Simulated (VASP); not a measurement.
Here is the system:

```xyz
4
Lattice="1.9627 -3.3995 0.0000 1.9627 3.3995 0.0000 0.0000 0.0000 12.5468" Properties=species:S:1:pos:R:3 pbc="T T T"
La     1.9627    -3.3995     6.2734
La     1.9627    -3.3995     0.0000
La     1.9627     1.1332     3.1367
La     1.9627    -1.1332     9.4101
```

Calculation: PBE GGA, VASP's PBE PAW potentials (set 64) (plane waves; VASP 6.6.1). Run with 480 eV cut-off, 10×10×4 Γ-centred mesh, first-order Methfessel-Paxton smearing of 0.10 eV, potentials La.

Give the stress tensor in GPa (positive for a compressed cell).

```
-2.57   0.00   0.00
 0.00  -2.57   0.00
 0.00   0.00  -2.56
```
The pressure is its mean diagonal, -2.56 GPa.

The compound is La in the dhcp structure. This cell was strained or had an atom moved on purpose.
